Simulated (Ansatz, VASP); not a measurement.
# PtSe2 (Sudovikovite): VASP beside Ansatz

Wanted: the spread between two codes on one cell, functional and k mesh.

Method: plane waves, with VASP 6.6.1 beside it; relaxation of cell and atoms at BLYP with D3(BJ), in Ansatz 0.2.0.

The database entry behind the starting cell has ideal inner coordinates that were not refined, so it need not match the best structure at ambient conditions.

## 1. Set-up

It takes space group P-3m1 (No. 164, trigonal). The conventional cell has a = 3.724 Å, b = 3.724 Å, c = 5.062 Å, α = 90.00°, β = 90.00°, γ = 120.00°. Pt has 6 Se at 2.49 Å nearest. Nearest to Se lie 3 Pt at 2.49 Å. Farther neighbours and most contacts between anions are not listed.

## 2. Ansatz: relaxation of cell and atoms, BLYP with D3(BJ)

Ansatz runs on its default PAW (the set named soft_2) files.

The relaxed volume is the usual yardstick between codes: its relative difference is about their pressure difference at one cell divided by the bulk modulus.

The input, input.yaml:

```yaml
crystal:
  lattice:
    - [3.724, 0.0, 0.0]
    - [-1.862, 3.2250786037, 0.0]
    - [0.0, 0.0, 5.062]
  atoms:
    - { symbol: Pt, position: [0.0, 0.0, 0.0] }
    - { symbol: Se, position: [0.3333333333, 0.6666666667, 0.25] }
    - { symbol: Se, position: [0.6666666667, 0.3333333333, 0.75] }
hamiltonian:
  xc: blyp
  pseudopotentials: { kind: paw }
  dispersion: d3bj
kpoints:
  mp_grid: { grid: [7, 7, 5] }
scf:
  occupations: { method: fermi_dirac, width: 0.05 }
relax:
  f_tol: 0.01
  max_steps: 60
  cell: { stress_tol: 0.05 }
output:
  forces: true
  stress: true
```

Started as:

```
ansatz run input.yaml --threads 4 --pin off --max-ram 9216MiB --backend cpu --events-out ev --progress --plain --runs-dir out
```

Numbers of over 12 decimals in the logs are rounded to 6 here.

The program printed:

```text
Engine: ansatz 0.2.0, aarch64-unknown-linux-gnu
Pseudopotentials: kind: paw
Pseudopotential: Pt, paw, valence charge 18, recommended cutoff 420 eV (normal), Pt.paw.azcp
Pseudopotential: Se, paw, valence charge 16, recommended cutoff 420 eV (normal), Se.paw.azcp
Functional definition: BLYP
  parameter beta = 0.0042
  parameter a = 0.04918
  parameter b = 0.132
  parameter c = 0.2533
  parameter d = 0.349
  exchange = b88_x(beta = beta)
  correlation = lyp_c(a = a, b = b, c = c, d = d)
Crystal: 3 atoms, lattice volume = 60.796 Å³
Basis set: ecut = 420 eV, 1205 PW (Γ), exchange–correlation on 50×50×72 points (8 copies of the dense FFT grid, shifted against one another)
Bands: 30, of which v1, the nominal top of the filled ones, is band 25 counted from 1 (24 counted from 0)
Symmetry: 12 space group operations
Space group: P-3m1 (ITA 164), of the structure as read, at distance tolerance 3.9e-5 Å
k-points: 32 of 245
Non-local potential: Pt, projectors of the file, l = 0: 3, l = 1: 2, l = 2: 2, l = 3: 1
Non-local potential: Se, projectors of the file, l = 0: 2, l = 1: 2, l = 2: 3, l = 3: 1
PAW form: soft (Blöchl's): semilocal exchange-correlation on the pseudo side does not see the compensation charge
PAW frozen core: Pt, regenerated for the run's functional, and the local potential with it (the file was generated under x = pbe(κ = 0.804, μ = 0.219515), c = pbe(β = 0.066725))
PAW frozen core: Se, regenerated for the run's functional, and the local potential with it (the file was generated under x = pbe(κ = 0.804, μ = 0.219515), c = pbe(β = 0.066725))
PAW one-centre angular grid: Pt, 590 points (default); XC on 64 Gauss nodes
PAW one-centre angular grid: Se, 590 points (default); XC on 64 Gauss nodes
Initial density: superposition of atomic densities (neutral atoms: chi_scale 0, normalization atom), corrected by the library's trained network
Initial wavefunctions: pseudopotential atomic-orbital guess
Functional: x = b88, c = lyp
SCF iter   1: F=—  HF=-23513.443924 eV  |F-HF|=—  |Δ(HF+E_count)|=         —  Δρ=9.25e-3  dr2=5.07e-2  ethr=1.77e-3  ⟨swp⟩=5.8  Hψ=3753  notcnv=0
preconditioner: auto → LDOS  [metal: Δε(μ)=0.104 eV  Ē_g=10.263 eV  σ=0.050 eV  W_gap=0.44  n_scr=22 (ndim 8)  ℏωp=22.3 eV  f_vac=0.035  D(μ)=0.72/eV (n_scr^D=2)  β→1.0]
SCF iter   2: F=—  HF=-23513.432108 eV  |F-HF|=—  |Δ(HF+E_count)|=   1.18e-2  Δρ=3.58e-3  dr2=1.23e-2  ethr=1.01e-4  ⟨swp⟩=2.0  Hψ=1723  notcnv=0  defer=4
SCF iter   3: F=—  HF=-23513.428177 eV  |F-HF|=—  |Δ(HF+E_count)|=   3.93e-3  Δρ=7.64e-4  dr2=8.53e-4  ethr=2.46e-5  ⟨swp⟩=2.0  Hψ=1780  notcnv=0  defer=4
SCF iter   4: F=—  HF=-23513.427852 eV  |F-HF|=—  |Δ(HF+E_count)|=   3.25e-4  Δρ=1.19e-4  dr2=6.76e-6  ethr=1.71e-6  ⟨swp⟩=2.0  Hψ=1621  notcnv=0  defer=4
SCF iter   5: F=—  HF=-23513.427839 eV  |F-HF|=—  |Δ(HF+E_count)|=   1.23e-5  Δρ=3.76e-5  dr2=1.18e-6  ethr=1.35e-8  ⟨swp⟩=2.0  Hψ=1637  notcnv=0  defer=4
SCF iter   6: F=-23513.427839 eV  HF=-23513.427839 eV  |F-HF|=1.70e-8  |Δ(HF+E_count)|=   2.31e-7  Δρ=8.48e-6  dr2=3.86e-8  ethr=2.00e-10  ⟨swp⟩=3.0  Hψ=4318  notcnv=0
SCF 1 converged in 6 iterations: F = -23513.427839 eV  dr2 = 3.86e-8
  greatest PAW one-centre occupation: 1.000 electrons in one spin orbital (limit 2), on the Pt atom at site 0 (counted from 0), in its partial waves of l = 0
relax step   1: F+E_penalty+E_count = -23513.42783911 eV  Δ(F+E_penalty+E_count) = +0.000e0 eV  max|allowed force component| = 1.119e0 eV/Å  Δτ_max = 0.0000 Å  P = +5.898 GPa  Ω = 60.796 Å³  (6 SCF iters, dr2 threshold 1.00e-7 eV, accepted)
[...]
relax step   2: F+E_penalty+E_count = -23513.45469533 eV  Δ(F+E_penalty+E_count) = -2.686e-2 eV  max|allowed force component| = 9.815e-1 eV/Å  Δτ_max = 0.1948 Å  P = -1.134 GPa  Ω = 59.043 Å³  energy of the carried Pulay correction = +3.827e-4 eV  (6 SCF iters, dr2 threshold 3.00e-7 eV, accepted)
[...]
relax step   3: F+E_penalty+E_count = -23513.54514252 eV  Δ(F+E_penalty+E_count) = -9.045e-2 eV  max|allowed force component| = 6.174e-2 eV/Å  Δτ_max = 0.1016 Å  P = -1.419 GPa  Ω = 61.096 Å³  energy of the carried Pulay correction = -6.458e-5 eV  (6 SCF iters, dr2 threshold 3.00e-7 eV, accepted)
[...]
relax step   4: F+E_penalty+E_count = -23513.54884596 eV  Δ(F+E_penalty+E_count) = -3.703e-3 eV  max|allowed force component| = 6.084e-3 eV/Å  Δτ_max = 0.0041 Å  P = -0.089 GPa  Ω = 60.297 Å³  energy of the carried Pulay correction = +1.078e-4 eV  (4 SCF iters, dr2 threshold 3.00e-7 eV, accepted)
[...]
relax step   5: F+E_penalty+E_count = -23513.54891517 eV  Δ(F+E_penalty+E_count) = -6.921e-5 eV  max|allowed force component| = 5.374e-4 eV/Å  Δτ_max = 0.0017 Å  P = +0.007 GPa  Ω = 60.196 Å³  energy of the carried Pulay correction = +1.297e-4 eV  (4 SCF iters, dr2 threshold 3.37e-8 eV, accepted)
[...]
relax step   6: F+E_penalty+E_count = -23513.54880721 eV  Δ(F+E_penalty+E_count) = +1.080e-4 eV  max|allowed force component| = 4.814e-4 eV/Å  Δτ_max = 0.0000 Å  P = +0.005 GPa  Ω = 60.196 Å³  stress off target by 1.75e-2 GPa  SCF on the basis re-selected at this cell (its energy is not comparable with the rows above)  (6 SCF iters)
basis re-selected at this cell: Δ(F+E_penalty+E_count) = +1.080e-4 eV, ΔP = -0.002 GPa vs the last step (what re-selecting the basis moved, of the pressure what is left beyond the Pulay correction that the steps carried, after the strain that the cell walked since its last selection, with what the two solves' SCF thresholds leave and, on support functions, any second-order correction that the steps lacked; it is no measure of the basis error at this ecutwfc). The dense FFT grid was sized anew with the basis: this SCF ran on 27×27×36 points, the steps before it on 25×25×36, so part of this shift can come from that change (see relax.cell in the input reference). [rest of the remark cut]
SCF converged after 6 iterations
Free energy (F): -23513.548807 eV
Harris-Foulkes:  -23513.548807 eV  (|F-HF|=1.46e-11)
Internal energy: -23513.542134 eV  (E = F + TS)
E sigma→0 (E₀):  -23513.545470 eV
Entropy (-TS):   -0.006674 eV (-2.225 meV/atom)
Fermi energy:    13.805887 eV
--- Per-component energies (eV) ---
  E_band       = -925.023013
  E_kinetic    = 877.256715
  E_local      = -6484.337194  (includes V_loc(G=0)·N_el)
  E_nonlocal   = -997.864852
  E_hartree    = 3010.747307
  E_xc         = -464.929070
  E_vxc        = -490.566384  (∫ρ·V_xc dr)
  E_paw        = -13333.178142  (= ΣΔE_a)
  E_vpaw       = 148.995346  (= ΣTr[D̂ρ^β])
  E_aug_tail   = -0.001032  (compensation charges beyond the density's cutoff)
  E_ewald      = -6118.601687
  E_disp       = -3.296350  (pairwise vdW)
  E_core_change = 0.662173  (= ΣΔE_core)
  E_smearing   = -0.006674  (= −TS)
  E_closure    = -0.000000  (closes the sum)
  Σ components = -23513.548807   (vs F -23513.548807, Δ=0.00e0)
--- Forces (eV/Å), atoms counted from 1 ---
  atom   1  Pt     0.00000000     0.00000000     0.00000000
  atom   2  Se    -0.00000000     0.00000000     0.00048138
  atom   3  Se     0.00000000    -0.00000000    -0.00048138
  max |Σ_I F_I| component: 1.16e-18 eV/Å
--- Stress (GPa, compression-positive) ---
        0.016832      -0.000000      -0.000000
       -0.000000       0.016832       0.000000
       -0.000000       0.000000      -0.017539
  P = ⅓ Tr σ = 0.0054 GPa (0.054 kbar)
--- Relaxed structure (5 steps of the walk, 5 accepted, 1 SCFs on fresh bases) ---
  F+E_penalty+E_count = -23513.54880721 eV   max|allowed force component| = 4.814e-4 eV/Å   (the final SCF, on the basis selected at the relaxed cell)
  cell:  # Å, volume = 60.1961 Å³
    - [3.785228, 0, 0]
    - [-1.892614, 3.278104, 0]
    - [0, 0, 4.851246]
  atoms:
    - { symbol: Pt, position: [0, 0, 0] }
    - { symbol: Se, position: [0.333333, 0.666667, 0.269564] }
    - { symbol: Se, position: [0.666667, 0.333333, 0.730436] }
```

The job ended after 3.9 s (4 threads of Arm Neoverse V2, shared host; peak memory 0.56 GiB; 14 s of CPU time).

## 3. VASP: relaxation of cell and atoms, BLYP with D3(BJ)

The same cell, functional (in two slightly different forms), mesh and smearing now go to VASP, with its own data sets and cutoff.

Lines of VASP's logs that name or quote its potential files are left out, and so is its time.

The input, INCAR:

```
SYSTEM = PtSe2
PREC = Accurate
ENCUT = 520
EDIFF = 1E-06
NELM = 100
ISMEAR = -1
SIGMA = 0.05
LREAL = .FALSE.
ALGO = Normal
GGA = B5
ALDAX = 1
AGGAX = 1
AGGAC = 1
ALDAC = 0
IVDW = 12
VDW_S6 = 1
VDW_S8 = 2.6996
VDW_A1 = 0.4298
VDW_A2 = 4.2359
NBANDS = 17
LORBIT = 11
LWAVE = .FALSE.
LCHARG = .FALSE.
KPAR = 4
IBRION = 2
NSW = 60
ISIF = 3
EDIFFG = -0.01
```

The input, POSCAR:

```
PtSe2
1.0
    3.7240000000      0.0000000000      0.0000000000
   -1.8620000000      3.2250786037      0.0000000000
    0.0000000000      0.0000000000      5.0620000000
Pt Se
1 2
Direct
    0.0000000000      0.0000000000      0.0000000000
    0.3333333333      0.6666666667      0.2500000000
    0.6666666667      0.3333333333      0.7500000000
```

The input, KPOINTS:

```
Automatic mesh
0
Gamma
7 7 5
0 0 0
```

PAW data sets: Pt and Se (PBE family, release 64).

Started as:

```
mpirun -np 4 vasp_std
```

The program printed:

```text
[banner, memory and clock lines left out]
running    4 mpi-ranks, on    1 nodes
 distrk:  each k-point on    1 cores,    4 groups
 distr:  one band on    1 cores,    1 groups

 POSCAR found type information on POSCAR PtSe
 POSCAR found :  2 types and       3 ions
|                                                                             |
|               ----> ADVICE to this user running VASP <----                  |
|                                                                             |
|     You enforced a specific xc type in the INCAR file but a different       |
|     [... a line on the potential file left out ...]
|     I HOPE YOU KNOW WHAT YOU ARE DOING!                                     |
|                                                                             |

 LDA part: xc-table for (Slater(with rela. corr.)+VWN5), standard interpolation
 POSCAR, INCAR and KPOINTS ok, starting setup
 FFT: planning ... GRIDC
 FFT: planning ... GRID_SOFT
 FFT: planning ... GRID
 WAVECAR not read
 entering main loop
       N       E                     dE             d eps       ncg     rms          rms(c)
DAV:   1     0.116461220096E+03    0.11646E+03   -0.99913E+03  1104   0.113E+03
DAV:   2    -0.774979115211E+01   -0.12421E+03   -0.12081E+03  1398   0.223E+02
DAV:   3    -0.126919670498E+02   -0.49422E+01   -0.49128E+01  1282   0.454E+01
DAV:   4    -0.127303389903E+02   -0.38372E-01   -0.38358E-01  1434   0.435E+00
DAV:   5    -0.127307703776E+02   -0.43139E-03   -0.43137E-03  1398   0.428E-01    0.131E+01
DAV:   6    -0.120463841287E+02    0.68439E+00   -0.52379E+00  1113   0.216E+01    0.775E+00
DAV:   7    -0.118233066458E+02    0.22308E+00   -0.10376E+00  1122   0.102E+01    0.386E+00
DAV:   8    -0.118128295012E+02    0.10477E-01   -0.48738E-02  1187   0.169E+00    0.974E-01
DAV:   9    -0.118106172832E+02    0.22122E-02   -0.95628E-03  1281   0.993E-01    0.161E-01
DAV:  10    -0.118108173078E+02   -0.20002E-03   -0.98461E-04  1227   0.233E-01    0.557E-02
DAV:  11    -0.118108319123E+02   -0.14604E-04   -0.62237E-05  1265   0.817E-02    0.234E-02
DAV:  12    -0.118108279756E+02    0.39366E-05   -0.10856E-05  1242   0.337E-02    0.378E-03
DAV:  13    -0.118108284659E+02   -0.49029E-06   -0.99485E-07   742   0.805E-03
   1 F= -.15057410E+02 E0= -.15054008E+02  d E =-.150574E+02
[... from here on, the cycles between the ionic steps are left out ...]
   2 F= -.14970904E+02 E0= -.14967543E+02  d E =0.865056E-01
   3 F= -.15143347E+02 E0= -.15139842E+02  d E =-.859378E-01
   6 F= -.15183758E+02 E0= -.15180705E+02  d E =-.403577E-01
   7 F= -.15183939E+02 E0= -.15180896E+02  d E =-.405389E-01
   8 F= -.15188702E+02 E0= -.15185501E+02  d E =-.476345E-02
   9 F= -.15188724E+02 E0= -.15185535E+02  d E =-.478494E-02
  10 F= -.15189553E+02 E0= -.15186101E+02  d E =-.829730E-03
  11 F= -.15190903E+02 E0= -.15187570E+02  d E =-.217892E-02
  12 F= -.15191140E+02 E0= -.15187779E+02  d E =-.237098E-03
  13 F= -.15191140E+02 E0= -.15187779E+02  d E =-.237699E-03
  14 F= -.15191190E+02 E0= -.15187818E+02  d E =-.498607E-04
  15 F= -.15191199E+02 E0= -.15187830E+02  d E =-.585566E-04
 curvature:  -0.53 expect dE=-0.270E-04 dE for cont linesearch -0.122E-06
 trial: gam= 0.47744 g(F)=  0.196E-06 g(S)=  0.503E-04 ort =-0.617E-05 (trialstep = 0.113E+01)
 search vector abs. value=  0.826E-04
 bond charge predicted
       N       E                     dE             d eps       ncg     rms          rms(c)
DAV:   1    -0.119079189634E+02   -0.40909E-02   -0.82506E-03  1092   0.650E-01    0.890E-02
DAV:   2    -0.119077587430E+02    0.16022E-03   -0.11106E-03  1134   0.323E-01    0.502E-02
DAV:   3    -0.119077151134E+02    0.43630E-04   -0.93589E-05  1303   0.979E-02    0.190E-02
DAV:   4    -0.119077065247E+02    0.85888E-05   -0.54093E-05  1180   0.401E-02    0.691E-03
DAV:   5    -0.119077064240E+02    0.10070E-06   -0.16841E-06   991   0.900E-03
  16 F= -.15191224E+02 E0= -.15187862E+02  d E =-.249883E-04
 trial-energy change:   -0.000025  1 .order   -0.000033   -0.000054   -0.000012
 step:   1.4634(harm=  1.4634)  dis= 0.00147  next Energy=   -15.191234 (dE=-0.348E-04)
 reached required accuracy - stopping structural energy minimisation
```

Parts of OUTCAR (step 3):

```text
ion  position               nearest neighbor table
   1  0.000  0.000  0.000-   2 2.49   3 2.49   3 2.49   2 2.49   3 2.49   2 2.49
   2  0.333  0.667  0.250-   1 2.49   1 2.49   1 2.49
   3  0.667  0.333  0.750-   1 2.49   1 2.49   1 2.49

  LATTYP: Found a hexagonal cell.
 ALAT       =     3.7240000000
 C/A-ratio  =     1.3592910849

 Subroutine GETGRP returns: Found 12 space group operations
 (whereof 12 operations were pure point group operations)

The static configuration has the point symmetry D_3d.

 Found     32 irreducible k-points:

   k-points           NKPTS =     32   k-points in BZ     NKDIM =     32   number of bands    NBANDS=     17

   dimension x,y,z NGX =    28 NGY =   28 NGZ =   40
   dimension x,y,z NGXF=    56 NGYF=   56 NGZF=   80

   ENCUT  =  520.0 eV  38.22 Ry    6.18 a.u.   6.92  6.92  9.41*2*pi/ulx,y,z

   NELECT =      22.0000    total number of electrons

 k-points in reciprocal lattice and weights: Automatic mesh
   0.00000000  0.00000000  0.00000000       0.004
   0.14285714 -0.00000000  0.00000000       0.024
   0.28571429 -0.00000000  0.00000000       0.024
   0.42857143  0.00000000  0.00000000       0.024
   0.14285714  0.14285714  0.00000000       0.024
   0.28571429  0.14285714  0.00000000       0.049
   0.42857143  0.14285714  0.00000000       0.024
   0.28571429  0.28571429  0.00000000       0.024
   0.00000000  0.00000000  0.20000000       0.008
[...]
0.42857143  0.14285714  0.40000000       0.049
   0.28571429  0.28571429  0.40000000       0.049

 Edisp (eV)   -3.28737

 average (electrostatic) potential at core
       1 -68.3710       2 -52.4346       3 -52.4346

 E-fermi :   6.9504

 k-point     1 :       0.0000    0.0000    0.0000
  band No.  band energies     occupation
    ...
      6       3.2836      2.00000
      7       3.2836      2.00000
      8       4.4714      2.00000
      9       5.9696      2.00000
     10       5.9696      2.00000
     11       7.6403      0.00000
     12       7.8738      0.00000
     13       7.8738      0.00000
     14      10.6470      0.00000
     15      10.9388      0.00000
    ...

 k-point     2 :       0.1429   -0.0000    0.0000
  band No.  band energies     occupation
    ...
      7       3.1495      2.00000
      8       4.0452      2.00000
      9       5.2604      2.00000
     10       5.6164      2.00000
     11       6.4597      1.99989
     12       8.1823      0.00000
     13       8.5888      0.00000
     14      11.6768      0.00000
     15      11.9944      0.00000
     16      13.8803      0.00000
    ...

 k-point     3 :       0.2857   -0.0000    0.0000
  band No.  band energies     occupation
    ...
      7       2.9829      2.00000
      8       3.5596      2.00000
      9       4.6818      2.00000
     10       4.8298      2.00000
     11       5.2737      2.00000
     12       8.3378      0.00000
     13       8.8009      0.00000
     14      11.9943      0.00000
     15      13.2467      0.00000
     16      14.7791      0.00000
    ...

 Edisp (eV)   -3.28352

  Total      -0.01258    -0.01258     0.02307     0.00000     0.00000    -0.00000
  in kB      -0.33367    -0.33367     0.61171     0.00000     0.00000    -0.00000
  external pressure =       -0.02 kB  Pullay stress =        0.00 kB

  energy-cutoff  :      520.00
  volume of cell :       60.43
      direct lattice vectors                 reciprocal lattice vectors
     3.792500069 -0.000000000  0.000000000     0.263678308  0.152234742  0.000000000
    -1.896250034  3.284401403 -0.000000000     0.000000000  0.304469484 -0.000000000
    -0.000000000  0.000000000  4.851114903    -0.000000000  0.000000000  0.206138181

 POSITION                                       TOTAL-FORCE (eV/Angst)
 -----------------------------------------------------------------------------------
      0.00000      0.00000      0.00000        -0.000000     -0.000000      0.000000
     -0.00000      2.18960      1.30924        -0.000000      0.000000      0.002748
      1.89625      1.09480      3.54188         0.000000     -0.000000     -0.002748
 -----------------------------------------------------------------------------------
    total drift:                                0.000000      0.000000      0.000000

  FREE ENERGIE OF THE ION-ELECTRON SYSTEM (eV)
  ---------------------------------------------------
  free  energy   TOTEN  =       -15.1912239289 eV

  energy  without entropy=      -15.1845000120  energy(sigma->0) =      -15.18786197

 reached required accuracy - stopping structural energy minimisation

 total charge
# of ion       s       p       d       tot
------------------------------------------
    1        0.662   0.615   8.040   9.316
    2        1.503   2.232   0.064   3.799
    3        1.503   2.232   0.064   3.799
--------------------------------------------------
tot          3.667   5.079   8.168  16.914

[... 3 further parts left out ...]
```

CONTCAR:

```
PtSe2
   1.00000000000000
     3.7925000688023829   -0.0000000000000000    0.0000000000000000
    -1.8962500344011914    3.2844014034442095   -0.0000000000000000
    -0.0000000000000000    0.0000000000000000    4.8511149026586491
  Pt              Se
     1     2
Direct
     0.0000000000000000    0.0000000000000000    0.0000000000000000
     0.3333333332999970    0.6666666667000030    0.2698840220577738
     0.6666666667000030    0.3333333332999970    0.7301159779422262
```

The run keeps the 12 symmetry operations of its start, so it cannot find a distortion of lower symmetry.

## 4. Comparison

Known differences besides the potentials themselves: both relaxations stop at a tolerance, which leaves soft axes loose, and VASP keeps its plane-wave basis; the data sets hold 50 valence electrons in Ansatz (default PAW (the set named soft_2) files) and 22 in VASP; the cutoff is 420 eV in Ansatz and 520 eV in VASP; Ansatz makes its cores anew for this functional, VASP keeps those of its PBE data sets; VASP leaves aspherical gradient terms in its spheres out (LASPH is not set), Ansatz keeps them; VASP's log shows a relativistic correction to its local exchange, Ansatz's none; Ansatz adds a Pulay correction to the stress that steers its cell, VASP none. Total energies have different zeros and are not compared.

The two programs side by side:

| quantity | Ansatz | VASP | difference |
| --- | --- | --- | --- |
| volume (Å³) | 60.20 | 60.43 | -0.38 % |
| edge a after relaxation, in the typed setting (Å) | 3.785 | 3.792 | -0.19 % |
| edge c after relaxation, in the typed setting (Å) | 4.851 | 4.851 | +0.00 % |

The walks stopped with 0.01 GPa left in Ansatz and 0.00 GPa in VASP; each walk ends within a tolerance, so the volume difference is uncertain by about these residues over the bulk modulus, most in soft cells.

## 5. Summary of results

| Item | Value |
| --- | --- |
| difference in volume (relaxation of cell and atoms, BLYP with D3(BJ)) | -0.38 % |

**Reading.** The difference in volume is -0.38 % (relaxation of cell and atoms, BLYP with D3(BJ)), within the 1.2 % picked in this series as the mark of a large difference, as far as the stopping tolerances let one tell. Such differences can come from data sets, numerical settings and the points named under the comparisons, not from the functional's error against experiment.

[Lines on the potential files, build, host, timing and source positions are cut from VASP's logs without a mark.]

[Logs are printed without paths, hosts, clocks, repeated set-up lines and the standing remarks that a program may print on its own settings, such as how far it seeks lower states.]

[Hosts, paths, dates, database ids (printed as entryN), source tags and the programs' standing remarks are cut or masked in the printed files.]
